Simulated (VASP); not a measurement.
# SbMo (Fm-3m) in VASP: electric field gradients with r2SCAN

Aim: the electric field gradients of SbMo with r2SCAN.

Everything below comes from runs of VASP 6.6.1. Logs are shortened: lines on timing, memory, paths and dates and some standing lists are left out, and cuts for length are marked.

### 1 The undisturbed crystal

The structure is cubic, space group Fm-3m (No. 225). Conventional cell: a = 5.520 Å, b = 5.520 Å, c = 5.520 Å, α = 90.00°, β = 90.00°, γ = 90.00°. Around Mo (site symmetry m-3m) lie 6 Sb at 2.76 Å. Sb (site symmetry m-3m) has 6 Mo at 2.76 Å as nearest neighbours.

The cell comes from a database or a generator and needn't be the stable form of this composition.

### 2 Electric field gradients, r2SCAN (volume scaled by 1.04)

Input file POSCAR:

```
SbMo
1.0
    0.0000000000      2.7965638759      2.7965638759
    2.7965638759      0.0000000000      2.7965638759
    2.7965638759      2.7965638759      0.0000000000
Mo Sb
1 1
Direct
    0.0000000000      0.0000000000      0.0000000000
    0.5000000000      0.5000000000      0.5000000000
```

Input file INCAR.step1:

```
SYSTEM = SbMo
  PREC = Accurate
  ENCUT = 520
  ISMEAR = -1
  SIGMA = 0.03
  LREAL = .False.
  LASPH = .True.
  NELM = 80
  NBANDS = 16
  GGA = PE
  ALGO = Normal
  EDIFF = 1E-4
  LWAVE = .True.
  LCHARG = .False.
```

Input file INCAR.step2:

```
SYSTEM = SbMo
  PREC = Accurate
  ENCUT = 520
  EDIFF = 1E-8
  ISMEAR = -1
  SIGMA = 0.03
  LREAL = .False.
  LASPH = .True.
  NELM = 80
  ALGO = Normal
  ISIF = 2
  LWAVE = .False.
  LCHARG = .False.
  METAGGA = R2SCAN
  LMIXTAU = .True.
  LEFG = .True.
  NBANDS = 16
  ISTART = 1
```

Input file KPOINTS:

```
Automatic mesh
0
Gamma
  10 10 10
  0 0 0
```

Potentials or basis: VASP PAW PBE potentials, release 64 (Mo_sv, Sb).

Started as:

```console
$ cat potpaw_PBE.64/Mo_sv/POTCAR potpaw_PBE.64/Sb/POTCAR > POTCAR
$ cp INCAR.step1 INCAR
$ mpirun -np 1 vasp_std > vasp.out
$ cp INCAR.step2 INCAR
$ mpirun -np 1 vasp_std > vasp.out
```

OUTCAR:

```text
SYSTEM = SbMo
   PREC = Accurate
   ENCUT = 520
   EDIFF = 1E-8
   ISMEAR = -1
   LREAL = .False.
   LASPH = .True.
   NELM = 80
   ISIF = 2
   METAGGA = R2SCAN
   ISTART = 1

 ion  position               nearest neighbor table
   1  0.000  0.000  0.000-   2 2.80   2 2.80   2 2.80   2 2.80   2 2.80   2 2.80
   2  0.500  0.500  0.500-   1 2.80   1 2.80   1 2.80   1 2.80   1 2.80   1 2.80

  LATTYP: Found a face centered cubic cell.
 ALAT       =     5.5931277518

  Lattice vectors:

 A1 = (   0.0000000000,   2.7965638759,   2.7965638759)
 A2 = (   2.7965638759,   0.0000000000,   2.7965638759)
 A3 = (   2.7965638759,   2.7965638759,   0.0000000000)

Analysis of symmetry for initial positions (statically):
=====================================================================
 Subroutine PRICEL returns:
 Original cell was already a primitive cell.

 Routine SETGRP: Setting up the symmetry group for a
 face centered cubic supercell.

 Subroutine GETGRP returns: Found 48 space group operations
 (whereof 48 operations were pure point group operations)
 out of a pool of 48 trial point group operations.

The static configuration has the point symmetry O_h .

Analysis of symmetry for dynamics (positions and initial velocities):
=====================================================================
 Subroutine PRICEL returns:
 Original cell was already a primitive cell.

 Routine SETGRP: Setting up the symmetry group for a
 face centered cubic supercell.

 Subroutine GETGRP returns: Found 48 space group operations
 (whereof 48 operations were pure point group operations)
 out of a pool of 48 trial point group operations.

The dynamic configuration has the point symmetry O_h .

 Subroutine INISYM returns: Found 48 space group operations
 (whereof 48 operations are pure point group operations),
 and found     1 'primitive' translations

----------------------------------------------------------------------------------------

                                     Primitive cell

  volume of cell :      43.7426

  direct lattice vectors                    reciprocal lattice vectors
     0.000000000  2.796563876  2.796563876    -0.178790838  0.178790838  0.178790838
     2.796563876  0.000000000  2.796563876     0.178790838 -0.178790838  0.178790838
     2.796563876  2.796563876  0.000000000     0.178790838  0.178790838 -0.178790838

  length of vectors
     3.954938561  3.954938561  3.954938561     0.309674816  0.309674816  0.309674816

  position of ions in fractional coordinates (direct lattice)
     0.000000000  0.000000000  0.000000000
     0.500000000  0.500000000  0.500000000

  ion indices of the primitive-cell ions
   primitive index   ion index
                 1           1
                 2           2

----------------------------------------------------------------------------------------

 KPOINTS: Automatic mesh

Automatic generation of k-mesh.
 Grid dimensions read from file:
 generate k-points for:   10   10   10

 Generating k-lattice:

  Cartesian coordinates                     Fractional coordinates (reciprocal lattice)
    -0.017879084  0.017879084  0.017879084     0.100000000  0.000000000  0.000000000
     0.017879084 -0.017879084  0.017879084     0.000000000  0.100000000  0.000000000
     0.017879084  0.017879084 -0.017879084     0.000000000  0.000000000  0.100000000

  Length of vectors
     0.030967482  0.030967482  0.030967482

  Shift w.r.t. Gamma in fractional coordinates (k-lattice)
     0.000000000  0.000000000  0.000000000

 Subroutine IBZKPT returns following result:
 ===========================================

 Found     47 irreducible k-points:

 Following reciprocal coordinates:
            Coordinates               Weight
  0.000000  0.000000  0.000000      1.000000
  0.100000  0.000000  0.000000      8.000000
  0.200000  0.000000  0.000000      8.000000
  0.300000  0.000000  0.000000      8.000000
  0.400000  0.000000  0.000000      8.000000
  0.500000  0.000000  0.000000      4.000000
[... 16 lines left out ...]
  0.300000  0.300000  0.000000      6.000000
  0.400000  0.300000  0.000000     24.000000
 [... further k-points ...]
   k-points           NKPTS =     47   k-points in BZ     NKDIM =     47   number of bands    NBANDS=     16
   number of dos      NEDOS =    301   number of ions     NIONS =      2
   total plane-waves  NPLWV =  27000
   dimension x,y,z NGX =    30 NGY =   30 NGZ =   30
   dimension x,y,z NGXF=    60 NGYF=   60 NGZF=   60
   ions per type =               1   1
   NGX,Y,Z   is equivalent  to a cutoff of  12.61, 12.61, 12.61 a.u.
   NGXF,Y,Z  is equivalent  to a cutoff of  25.22, 25.22, 25.22 a.u.
 SYSTEM =  SbMo
   PREC   = accura    normal or accurate (medium, high low for compatibility)
   ISTART =      1    job   : 0-new  1-cont  2-samecut
   ICHARG =      0    charge: 1-file 2-atom 10-const
   ISPIN  =      1    spin polarized calculation?
   LNONCOLLINEAR =      F non collinear calculations
   LSORBIT =      F    spin-orbit coupling
   LASPH  =      T    aspherical Exc in radial PAW
   ENCUT  =  520.0 eV  38.22 Ry    6.18 a.u.   7.35  7.35  7.35*2*pi/ulx,y,z
   NELM   =     80;   NELMIN=  2; NELMDL=  0     # of ELM steps
   EDIFF  = 0.1E-07   stopping-criterion for ELM
   LREAL  =      F    real-space projection
   EDIFFG = 0.1E-06   stopping-criterion for IOM
   NSW    =      0    number of steps for IOM
   IBRION =     -1    ionic relax: 0-MD 1-quasi-New 2-CG
   NFREE  =      0    steps in history (QN), initial steepest desc. (CG)
   ISIF   =      2    stress and relaxation
   ISYM   =      2    0-nonsym 1-usesym 2-fastsym
   POTIM  = 0.5000    time-step for ionic-motion
   TEBEG  =    0.0;   TEEND  =   0.0 temperature during run
   PSTRESS=    0.0 pullay stress
   NELECT =      19.0000    total number of electrons
   NUPDOWN=      -1.0000    fix difference up-down
   EMIN   =  10.00;   EMAX   =-10.00  energy-range for DOS
   EFERMI =   0.00;   METHOD = LEGACY
   ISMEAR =    -1;   SIGMA  =   0.03  broadening in eV -4-tet -1-fermi 0-gaus
   EFERMI_NEDOS =   21; number of points for ismear=-14 and -15
   IALGO  =     38    algorithm
   IMIX   =      4    mixing-type and parameters
     AMIX     =   0.40;   BMIX     =  1.00
     AMIX_MAG =   1.60;   BMIX_MAG =  1.00
  volume/ion in A,a.u.               =      21.87       147.59
  Fermi-wavevector in a.u.,A,eV,Ry     =   1.239818  2.342916 20.914179  1.537149
  Thomas-Fermi vector in A             =   2.374285
   LORBIT       =      0    0 simple, 1 ext, 2 COOP (PROOUT), +10 PAW based schemes
   METAGGA = R2SCAN    functional components
   LHFCALC =     F    Hartree Fock is set to
   AEXX    =    0.0000 exact exchange contribution
   IVDW    =     0    specifies the selected vdW correction
   LEPSILON=     F    determine dielectric tensor
   LRPA    =     F    only Hartree local field effects (RPA)
 non-spin polarized calculation
  energy-cutoff  :      520.00
  volume of cell :       43.74
 maximum number of plane-waves:      1243
 NGX is ok and might be reduce to    30

 number of electron      19.0000002 magnetization

 Free energy of the ion-electron system (eV)
  ---------------------------------------------------
  ext. energy  EPLUGINS =         0.00000000
  ---------------------------------------------------
  free energy    TOTEN  =       -50.07937826 eV

  energy without entropy =      -50.06888807  energy(sigma->0) =      -50.07413316

 E-fermi :   9.5897     XC(G=0): -11.9374

 val. band max:        9.5792740960   @ k =  -0.3000   0.3000   0.1000
 cond. band min:       9.5908256744   @ k =   0.5000   0.1000   0.0000
 fundamental gap:      0.0115515784
 Fermi energy:         9.5896584196

 k-point     1 :       0.0000    0.0000    0.0000
  band No.  band energies     occupation
      1     -53.3443      2.00000
      2     -26.7463      2.00000
      3     -26.7463      2.00000
      4     -26.7463      2.00000
      5      -2.6793      2.00000
      6       8.2168      2.00000
[... 8 lines left out ...]
     15      17.4540      0.00000
     16      20.9616      0.00000
[... 419 lines left out ...]
 k-point    24 :       0.4000    0.3000    0.0000
  band No.  band energies     occupation
      1     -53.3406      2.00000
      2     -26.7831      2.00000
      3     -26.7619      2.00000
      4     -26.7606      2.00000
      5      -0.9290      2.00000
      6       4.7631      2.00000
[... 8 lines left out ...]
     15      18.1753      0.00000
     16      20.4097      0.00000

 [... further k-points ...]

------------------------ aborting loop because EDIFF is reached ----------------------------------------

  FORCE on cell =-STRESS in cart. coord.  units (eV):
  Direction    XX          YY          ZZ          XY          YZ          ZX
  --------------------------------------------------------------------------------------
  -------------------------------------------------------------------------------------
  Total       -1.6366793     -1.6366793     -1.6366793      0.0000000      0.0000000      0.0000000
  in kB      -59.9473449    -59.9473449    -59.9473449      0.0000000      0.0000000      0.0000000
  external PRESSURE =     -59.9473449 kB  Pullay stress =       0.0000000 kB

 VOLUME and BASIS-vectors are now :
 -----------------------------------------------------------------------------
  energy-cutoff  :      520.00
  volume of cell :       43.74
      direct lattice vectors                 reciprocal lattice vectors
     0.000000000  2.796563876  2.796563876    -0.178790838  0.178790838  0.178790838
     2.796563876  0.000000000  2.796563876     0.178790838 -0.178790838  0.178790838
     2.796563876  2.796563876  0.000000000     0.178790838  0.178790838 -0.178790838

 POSITION                                       TOTAL-FORCE (eV/Angst)
 -----------------------------------------------------------------------------------
      0.00000      0.00000      0.00000         0.000000     -0.000000      0.000000
      2.79656      2.79656      2.79656        -0.000000      0.000000     -0.000000
 -----------------------------------------------------------------------------------
    total drift:                               -0.000000      0.000000      0.000000

  FREE ENERGIE OF THE ION-ELECTRON SYSTEM (eV)
  ---------------------------------------------------
  free  energy   TOTEN  =       -50.0793782581 eV

  energy  without entropy=      -50.0688880696  energy(sigma->0) =      -50.07413316

 Electric field gradients (V/A^2)
---------------------------------------------------------------------
 ion       V_xx      V_yy      V_zz      V_xy      V_xz      V_yz
---------------------------------------------------------------------
   1      -0.000    -0.000     0.000     0.001     0.001     0.001
   2      -0.000    -0.000     0.000     0.000     0.000     0.000
---------------------------------------------------------------------

 Electric field gradients after diagonalization (V/A^2)
 (convention: |V_zz| > |V_xx| > |V_yy|)
----------------------------------------------------------------------
 ion       V_xx      V_yy      V_zz     asymmetry (V_yy - V_xx)/ V_zz
----------------------------------------------------------------------
   1      -0.001    -0.001     0.001       0.000
   2      -0.000    -0.000     0.000       0.000
----------------------------------------------------------------------

           NMR quadrupolar parameters

 Cq : quadrupolar parameter    Cq=e*Q*V_zz/h
 eta: asymmetry parameters     (V_yy - V_xx)/ V_zz
 Q  : nuclear electric quadrupole moment in mb (millibarn)
----------------------------------------------------------------------
 ion       Cq(MHz)       eta       Q (mb)
----------------------------------------------------------------------
   1       0.000       0.000       1.000
   2       0.000       0.000       1.000
----------------------------------------------------------------------
```

It took 1.8 min on 1 thread of Intel Xeon 6975P-C (Granite Rapids), shared host; peak memory 0.18 GiB.

Results:

```
Free energy            : -50.0794 eV
Pressure               : -6.0 GPa
Band gap on the k mesh : none (metal or under the smearing width)
```

Electric field gradients, principal values (V/Å²):
```csv
atom,Vxx,Vyy,Vzz
1 Mo,-0.001,-0.001,0.001
2 Sb,0.000,0.000,0.000
```

Caveat: the PAW data sets were made with another functional, which shifts forces and pressure a little.
